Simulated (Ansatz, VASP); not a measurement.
# MnSi: VASP beside Ansatz

One calculation is typed for both programs; each brings its own data sets. How far apart do they land? The cell is taken from a series of runs on this material, whose earlier steps may have relaxed, scaled, displaced or heated it; both programs get it as it stands.

Main program and level: Ansatz 0.2.0; plane waves, with VASP 6.6.1 beside it; relaxation of cell and atoms at PBE.

**1. Set-up**

Symmetry: P2_13, No. 198, cubic system. The conventional cell has a = 4.518 Å, b = 4.518 Å, c = 4.518 Å, α = 90.00°, β = 90.00°, γ = 90.00°. Nearest to Mn lie 7 Si at 2.28 to 2.53 Å. Nearest to Si lie 7 Mn at 2.28 to 2.53 Å. Farther neighbours are not listed.

**2. Ansatz: relaxation of cell and atoms, PBE**

Ansatz runs on its PAW soft_1 files.

The relaxed volume is the usual yardstick between codes: in a stiff, nearly cubic crystal its relative difference is about their pressure difference at one cell divided by the bulk modulus.

input.yaml reads:

```yaml
crystal:
  lattice:
    - [4.518337419, 0.0, 0.0]
    - [0.0, 4.518337419, 0.0]
    - [0.0, 0.0, 4.518337419]
  atoms:
    - { symbol: Mn, position: [0.1364155457, 0.1364155457, 0.1364155457], spin: 1.08 }
    - { symbol: Mn, position: [0.3635844543, 0.8635844543, 0.6364155457], spin: 1.08 }
    - { symbol: Mn, position: [0.6364155457, 0.3635844543, 0.8635844543], spin: 1.08 }
    - { symbol: Mn, position: [0.8635844543, 0.6364155457, 0.3635844543], spin: 1.08 }
    - { symbol: Si, position: [0.8451800912, 0.8451800912, 0.8451800912] }
    - { symbol: Si, position: [0.6548199088, 0.1548199088, 0.3451800912] }
    - { symbol: Si, position: [0.3451800912, 0.6548199088, 0.1548199088] }
    - { symbol: Si, position: [0.1548199088, 0.3451800912, 0.6548199088] }
kpoints:
  mp_grid: { grid: [6, 6, 6] }
hamiltonian:
  xc: pbe
  pseudopotentials: { kind: paw, azcp: { folder: soft_1 } }
scf:
  occupations: { method: gaussian, width: 0.15 }
output:
  forces: true
  stress: true
  eigenvalues: true
  populations: true
magnetization:
  spin_polarized: true
relax:
  adjacent_minimum: "off"
  f_tol: 0.001
  max_steps: 60
  cell: { stress_tol: 0.01 }
```

Command:

```sh
$ ansatz run input.yaml --threads 8 --pin off --max-ram 20480MiB --backend cpu --events-out ev --progress --plain --runs-dir out
```

Numbers of over 12 decimals in the logs are rounded to 6 here.

Output:

```text
Engine: ansatz 0.2.0, aarch64-unknown-linux-gnu
Pseudopotentials: kind: paw
Pseudopotential: Mn, paw, valence charge 15, recommended cutoff 420 eV (normal), soft_1/Mn.paw.azcp
Pseudopotential: Si, paw, valence charge 4, recommended cutoff 420 eV (normal), soft_1/Si.paw.azcp
Functional definition: PBE
  parameter kappa = 0.804
  parameter beta = 0.066725
  exchange = pbe_x(kappa = kappa, mu = beta*pi^2/3)
  correlation = pbe_c(beta = beta)
Crystal: 8 atoms, lattice volume = 92.244 Å³
Basis set: ecut = 420 eV, 1839 PW (Γ), exchange–correlation on 64×64×64 points (8 copies of the dense FFT grid, shifted against one another)
Bands: 49, of which v1, the nominal top of the filled ones, is band 38 counted from 1 (37 counted from 0)
Symmetry: 12 space group operations
Space group: P213 (ITA 198), of the structure as read, at distance tolerance 4.5e-5 Å
Magnetic group: BNS 198.9 (UNI 1511), of the structure as read, at distance tolerance 4.5e-5 Å
k-points: 24 of 216 (time reversal used)
Non-local potential: Mn, projectors of the file, l = 0: 3, l = 1: 2, l = 2: 3, l = 3: 1
Non-local potential: Si, projectors of the file, l = 0: 2, l = 1: 2, l = 2: 1
PAW form: soft (Blöchl's): semilocal exchange-correlation on the pseudo side does not see the compensation charge
PAW one-centre angular grid: Mn, 590 points (default); XC on 64 Gauss nodes
PAW one-centre angular grid: Si, 110 points (default); XC on 64 Gauss nodes
Initial density: superposition of atomic densities (chi_scale 0.1, normalization cell)
Starting moments: Σ|m| = 4.32 μB on 4 of 8 sites
Initial wavefunctions: pseudopotential atomic-orbital guess
Functional: x = pbe(κ = 0.804, μ = 0.219515), c = pbe(β = 0.066725)
SCF iter   1: F=—  HF=-18140.363153 eV  |F-HF|=—  |Δ(HF+E_count)|=         —  Δρ=4.67e-2 (↑4.67e-2 ↓3.95e-2)  dr2=4.83e0  dr2_m=1.31e-1  M=3.676 μB ∫|m|=4.061 μB  β_m=0.30  ethr=3.10e-3  ⟨swp⟩=6.4  Hψ=8988  notcnv=0
Mixer restart at iter 1: flushing history
preconditioner: auto → Kerker (q_TF=auto, 2.642 Å⁻¹)  [metal: Δε(μ)=0.008 eV  Ē_g=6.672 eV  σ=0.150 eV  W_gap=0.03  n_scr=26 (ndim 8)  ℏωp=25.6 eV  f_vac=0.000  D(μ)=6.13/eV (n_scr^D=80)]
spin=Collinear: Kerker preconditioning applied to the charge; magnetization (m = ρ↑ − ρ↓) channel mixes plain (no charge-response kernel on spin).
SCF iter   2: F=—  HF=-18137.710349 eV  |F-HF|=—  |Δ(HF+E_count)|=    2.65e0  Δρ=2.21e-2 (↑2.21e-2 ↓1.81e-2)  dr2=9.41e-1  dr2_m=8.50e-2  M=3.825 μB ∫|m|=4.243 μB  β_m=0.34  ethr=3.10e-3  ⟨swp⟩=2.2  Hψ=3992  notcnv=0  defer=176
SCF iter   3: F=—  HF=-18139.399404 eV  |F-HF|=—  |Δ(HF+E_count)|=    1.69e0  Δρ=1.97e-2 (↑1.97e-2 ↓1.47e-2)  dr2=9.75e-1  dr2_m=4.97e-2  M=3.854 μB ∫|m|=4.306 μB  β_m=0.27  ethr=1.24e-3  ⟨swp⟩=2.0  Hψ=2650  notcnv=0  defer=176
SCF iter   4: F=—  HF=-18141.341871 eV  |F-HF|=—  |Δ(HF+E_count)|=    1.94e0  Δρ=1.24e-2 (↑1.24e-2 ↓9.84e-3)  dr2=4.94e-1  dr2_m=2.01e-2  M=3.846 μB ∫|m|=4.337 μB  β_m=0.60  ethr=1.24e-3  ⟨swp⟩=2.0  Hψ=3288  notcnv=0  defer=176
SCF iter   5: F=—  HF=-18142.239660 eV  |F-HF|=—  |Δ(HF+E_count)|=   8.98e-1  Δρ=4.64e-3 (↑4.64e-3 ↓3.63e-3)  dr2=3.57e-2  dr2_m=4.06e-4  M=3.813 μB ∫|m|=4.411 μB  β_m=0.80  ethr=6.50e-4  ⟨swp⟩=2.1  Hψ=4156  notcnv=0  defer=175
SCF iter   6: F=—  HF=-18142.292115 eV  |F-HF|=—  |Δ(HF+E_count)|=         —  Δρ=3.40e-3 (↑3.40e-3 ↓2.76e-3)  dr2=2.65e-2  dr2_m=1.07e-4  M=3.813 μB ∫|m|=4.408 μB  β_m=0.80  ethr=4.70e-5  ⟨swp⟩=2.0  Hψ=3059  notcnv=0  defer=175
Mixer restart at iter 6: flushing history
SCF iter   7: F=—  HF=-18142.305516 eV  |F-HF|=—  |Δ(HF+E_count)|=   1.34e-2  Δρ=2.84e-3 (↑2.84e-3 ↓1.42e-3)  dr2=1.02e-2  dr2_m=4.72e-4  M=3.842 μB ∫|m|=4.440 μB  β_m=0.64  ethr=3.49e-5  ⟨swp⟩=2.0  Hψ=4333  notcnv=0  defer=175
SCF iter   8: F=—  HF=-18142.299998 eV  |F-HF|=—  |Δ(HF+E_count)|=   5.52e-3  Δρ=6.86e-4 (↑5.25e-4 ↓6.86e-4)  dr2=1.38e-3  dr2_m=7.55e-6  M=3.830 μB ∫|m|=4.426 μB  β_m=0.71  ethr=1.34e-5  ⟨swp⟩=2.0  Hψ=4312  notcnv=0  defer=175
SCF iter   9: F=—  HF=-18142.300124 eV  |F-HF|=—  |Δ(HF+E_count)|=   1.26e-4  Δρ=1.93e-4 (↑1.93e-4 ↓7.22e-5)  dr2=2.18e-5  dr2_m=5.64e-6  M=3.835 μB ∫|m|=4.432 μB  β_m=0.86  ethr=1.81e-6  ⟨swp⟩=2.0  Hψ=3086  notcnv=0  defer=175
SCF iter  10: F=—  HF=-18142.300115 eV  |F-HF|=—  |Δ(HF+E_count)|=   9.41e-6  Δρ=6.68e-5 (↑6.68e-5 ↓2.81e-5)  dr2=2.25e-6  dr2_m=8.34e-7  M=3.834 μB ∫|m|=4.432 μB  β_m=0.93  ethr=2.87e-8  ⟨swp⟩=2.0  Hψ=3336  notcnv=0  defer=175
SCF iter  11: F=—  HF=-18142.300115 eV  |F-HF|=—  |Δ(HF+E_count)|=   2.96e-8  Δρ=7.50e-6 (↑5.05e-6 ↓7.50e-6)  dr2=6.35e-8  dr2_m=2.05e-8  M=3.834 μB ∫|m|=4.433 μB  β_m=0.96  ethr=2.96e-9  ⟨swp⟩=2.5  Hψ=4377  notcnv=0  defer=175
SCF iter  12: F=-18142.300115 eV  HF=-18142.300115 eV  |F-HF|=4.80e-9  |Δ(HF+E_count)|=   2.33e-8  Δρ=1.65e-6 (↑1.65e-6 ↓7.71e-7)  dr2=4.66e-9  dr2_m=2.35e-10  M=3.834 μB ∫|m|=4.433 μB  ethr=8.35e-11  ⟨swp⟩=7.9  Hψ=9457  notcnv=0
[...]
SCF iter   5: F=—  HF=-18142.300103 eV  |F-HF|=—  |Δ(HF+E_count)|=  1.75e-10  Δρ=1.14e-7 (↑5.78e-8 ↓1.14e-7)  dr2=3.38e-11  dr2_m=1.15e-12  M=3.833 μB ∫|m|=4.430 μB  β_m=0.87  ethr=1.00e-12  ⟨swp⟩=1.0  Hψ=2352  notcnv=0
SCF iter   6: F=—  HF=-18142.300103 eV  |F-HF|=—  |Δ(HF+E_count)|=  7.64e-11  Δρ=1.12e-7 (↑1.12e-7 ↓6.75e-8)  dr2=2.26e-11  dr2_m=4.42e-13  M=3.833 μB ∫|m|=4.430 μB  β_m=0.93  ethr=1.00e-12  ⟨swp⟩=2.0  Hψ=3018  notcnv=0
SCF iter   7: F=—  HF=-18142.300103 eV  |F-HF|=—  |Δ(HF+E_count)|=  1.09e-11  Δρ=5.28e-8 (↑5.28e-8 ↓3.29e-8)  dr2=5.26e-12  dr2_m=8.93e-14  M=3.833 μB ∫|m|=4.430 μB  β_m=0.88  ethr=1.00e-12  ⟨swp⟩=1.0  Hψ=2352  notcnv=0
SCF iter   8: F=—  HF=-18142.300103 eV  |F-HF|=—  |Δ(HF+E_count)|=  1.09e-11  Δρ=1.77e-8 (↑1.77e-8 ↓1.22e-8)  dr2=6.62e-13  dr2_m=6.96e-15  M=3.833 μB ∫|m|=4.430 μB  β_m=0.81  ethr=1.00e-12  ⟨swp⟩=1.0  Hψ=2352  notcnv=0
SCF iter   9: F=-18142.300103 eV  HF=-18142.300103 eV  |F-HF|=3.64e-12  |Δ(HF+E_count)|=  3.64e-12  Δρ=6.74e-9 (↑6.74e-9 ↓6.69e-9)  dr2=1.46e-13  dr2_m=6.12e-17  M=3.833 μB ∫|m|=4.430 μB  ethr=1.00e-12  ⟨swp⟩=3.0  Hψ=7663  notcnv=0
SCF 4 converged in 9 iterations: F = -18142.300103 eV  dr2 = 1.46e-13
relax step   4: F+E_penalty+E_count = -18142.30010276 eV  Δ(F+E_penalty+E_count) = +7.162e-5 eV  max|allowed force component| = 9.702e-5 eV/Å  Δτ_max = 0.0000 Å  P = +0.000 GPa  Ω = 92.209 Å³  stress off target by 2.28e-4 GPa  SCF on the basis re-selected at this cell (its energy is not comparable with the rows above)  (9 SCF iters)
basis re-selected at this cell: Δ(F+E_penalty+E_count) = +7.162e-5 eV, ΔP = -0.000 GPa vs the last step (what re-selecting the basis moved, of the pressure what is left beyond the Pulay correction that the steps carried, after the strain that the cell walked since its last selection, with what the two solves' SCF thresholds leave and, on support functions, any second-order correction that the steps lacked; it is no m [...]
an SCF from ferrimagnetic starting moments (-2.00, 2.00, 2.00, 2.00, 0.00, 0.00, 0.00, 0.00 Bohr magnetons, atom by atom) was not made, so that it is not known whether that order lies lower: the deck asks for what bars it, or types moments that do (magnetization.spin_polarized, in the input reference, names some of the keys), or the run goes by scf.lower_state_search: light, the default, which as a rule tries one only behind a close that has lost an order of both signs, or on which an open d or half-filled 4f shell of a PAW file has lost a moment that was set nearer to Hund's than to what is left; [rest of the remark cut]
SCF converged after 9 iterations
Magnetization: 3.8329 μB (39.9164 up, 36.0836 down)
Absolute magnetization: 4.4308 μB (∫|ρ↑−ρ↓|, with the PAW one-centre terms)
Spin contamination: 0.0663 ħ² per cell (⟨S²⟩ above its minimum at these occupations)
Per-site moments (μB) at R_I (Å): [(0.966060, 0.940164), (0.966060, 0.940164), (0.966060, 0.940164), (0.966060, 0.940164), (-0.037552, 0.940164), (-0.037552, 0.940164), (-0.037552, 0.940164), (-0.037552, 0.940164)]
Free energy (F): -18142.300103 eV
Harris-Foulkes:  -18142.300103 eV  (|F-HF|=3.64e-12)
Internal energy: -18142.238899 eV  (E = F + TS)
E sigma→0 (E₀):  -18142.269501 eV
Entropy (-TS):   -0.061204 eV (-7.651 meV/atom)
Fermi energy:    15.990153 eV
--- Per-component energies (eV) ---
  E_band       = -724.161654
  E_kinetic    = 1470.820813
  E_local      = -9440.715728  (includes V_loc(G=0)·N_el)
  E_nonlocal   = 1911.885626
  E_hartree    = 3754.654232
  E_xc         = -677.933140
  E_vxc        = -770.408690  (∫ρ·V_xc dr)
  E_paw        = -7353.179496  (= ΣΔE_a)
  E_vpaw       = -1405.052738  (= ΣTr[D̂ρ^β])
  E_aug_tail   = 0.000551  (compensation charges beyond the density's cutoff)
  E_ewald      = -7807.771758
  E_smearing   = -0.061204  (= −TS)
  E_closure    = 0.000000  (closes the sum)
  Σ components = -18142.300103   (vs F -18142.300103, Δ=0.00e0)
--- Forces (eV/Å), atoms counted from 1 ---
  atom   1  Mn    -0.00000364    -0.00000364    -0.00000364
  atom   2  Mn     0.00000364     0.00000364    -0.00000364
  atom   3  Mn    -0.00000364     0.00000364     0.00000364
  atom   4  Mn     0.00000364    -0.00000364     0.00000364
  atom   5  Si    -0.00009702    -0.00009702    -0.00009702
  atom   6  Si     0.00009702     0.00009702    -0.00009702
  atom   7  Si    -0.00009702     0.00009702     0.00009702
  atom   8  Si     0.00009702    -0.00009702     0.00009702
  max |Σ_I F_I| component: 3.01e-17 eV/Å
--- Stress (GPa, compression-positive) ---
        0.000228      -0.000000      -0.000000
       -0.000000       0.000228      -0.000000
       -0.000000      -0.000000       0.000228
  P = ⅓ Tr σ = 0.0002 GPa (0.002 kbar)
--- Band table (eV; the first three rows and the last of 48) ---
  k-point 0 ↑: bands = [... 34 lower, 14.0674, 15.6301, 15.6301, 15.6301, 15.6989, 15.6989, 16.7852, 16.7852, ... 7 higher]
  k-point 1 ↑: bands = [... 34 lower, 14.3231, 15.3829, 15.4335, 15.6452, 15.7054, 15.9261, 16.5135, 16.7150, ... 7 higher]
  k-point 2 ↑: bands = [... 34 lower, 14.4054, 14.9972, 15.3552, 15.5100, 15.7542, 15.9869, 16.3091, 16.5218, ... 7 higher]
  k-point 23 ↓: bands = [... 34 lower, 16.0438, 16.0438, 16.2166, 16.2166, 16.2166, 16.2166, 17.2633, 17.2633, ... 7 higher]
--- Relaxed structure (3 steps of the walk, 3 accepted, 1 SCFs on fresh bases) ---
  F+E_penalty+E_count = -18142.30010276 eV   max|allowed force component| = 9.702e-5 eV/Å   (the final SCF, on the basis selected at the relaxed cell)
  cell:  # Å, volume = 92.2087 Å³
    - [4.517768, 0, 0]
    - [0, 4.517768, 0.0]
    - [0, 0.0, 4.517768]
  atoms:
    - { symbol: Mn, position: [0.136434, 0.136434, 0.136434] }
    - { symbol: Mn, position: [0.363566, 0.863566, 0.636434] }
    - { symbol: Mn, position: [0.636434, 0.363566, 0.863566] }
    - { symbol: Mn, position: [0.863566, 0.636434, 0.363566] }
    - { symbol: Si, position: [0.845164, 0.845164, 0.845164] }
    - { symbol: Si, position: [0.654836, 0.154836, 0.345164] }
    - { symbol: Si, position: [0.345164, 0.654836, 0.154836] }
    - { symbol: Si, position: [0.154836, 0.345164, 0.654836] }
--- Löwdin populations: 8 sites ---
  site symbol       q [e]    m [muB]
     0     Mn     14.5915     1.0569
     1     Mn     14.5915     1.0569
     2     Mn     14.5915     1.0569
     3     Mn     14.5915     1.0569
     4     Si      4.1625    -0.0958
     5     Si      4.1625    -0.0958
     6     Si      4.1625    -0.0958
     7     Si      4.1625    -0.0958
  spilling = 0.012945 (of n_electrons = 76.000000)
```

Reading the cycles: dr2 is the Hartree energy of the density residual (eV), the measure of convergence; HF is the Harris–Foulkes estimate of the energy, which meets the free energy F at convergence.

[end of part 1 of 2]

[Lines on the potential files, build, host, timing and source positions are cut from VASP's logs without a mark.]

[Logs are printed without paths, hosts, clocks, repeated set-up lines and the standing remarks that a program may print on its own settings, such as how far it seeks lower states.]

[Hosts, paths, dates, database ids (printed as entryN), source tags and the programs' standing remarks are cut or masked in the printed files.]
